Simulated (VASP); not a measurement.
Given:

```
CELL_PARAMETERS angstrom
      0.00000     3.27698     3.19883
      3.25149     0.00000     3.19883
      3.25149     3.27698     0.00000
ATOMIC_POSITIONS crystal
  Ba 0.00000 0.00000 0.00000
  S  0.48649 0.51351 0.51351
```

Method: SCAN meta-GGA, VASP's PBE PAW potentials (set 64) (plane waves; VASP). Numerical set-up: 400 eV cut-off, 6×6×6 Γ-centred mesh, Gaussian smearing of 0.050 eV, potentials Ba_sv S.

Task: Estimate the energy per atom (σ→0).

Result: 
```json
{
  "energy per atom (σ→0)": "-26.948 eV/atom"
}
```

The compound is BaS in the rock salt structure. The cell was not relaxed at this level, atoms are displaced from their ideal sites. The run is one of a series of settings (GGA removed, LMIXTAU = .TRUE., METAGGA = SCAN against the base run), some of them coarse on purpose.
